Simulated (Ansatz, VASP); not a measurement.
InAgF2 in VASP and in Ansatz

```
In Ag F
1.0
     3.76801    0.00000    0.00000
    -1.88401    3.26320    0.00000
     0.00000    0.00000    6.02379
In Ag F
1 1 2
Direct
  0.00000 0.00000 0.00000
  0.00000 0.00000 0.50000
  0.33333 0.66667 0.72080
  0.66667 0.33333 0.27920
```

Alike in both runs: functional PBE; k mesh 12 × 12 × 6; occupations gaussian, width 0.01 eV; no spin polarisation.

Ansatz relaxed the structure, and its values are those at the end. VASP's run is a single point on that final structure, the one shown.

```csv
,VASP,Ansatz
version,VASP 6.6.1,Ansatz 0.2.0
potentials or method,"VASP PAW PBE potentials, release 64 (In_d, Ag, F)","scalar-relativistic, plane waves, PAW"
plane-wave cutoff (eV),520,420
valence electrons in the cell,38,46
```

```csv
,VASP,Ansatz,Ansatz less VASP
gap on the k mesh at the Fermi level (eV),0.23,0.23,+0.003
least direct gap on the mesh (eV),1.46,1.47,+0.010
pressure (GPa),-0.2,0.0,+0.22
```

The two sets of potentials don't hold the same shells in valence.

Caveats: spin-orbit coupling is left out, which moves the levels of the heavy elements.
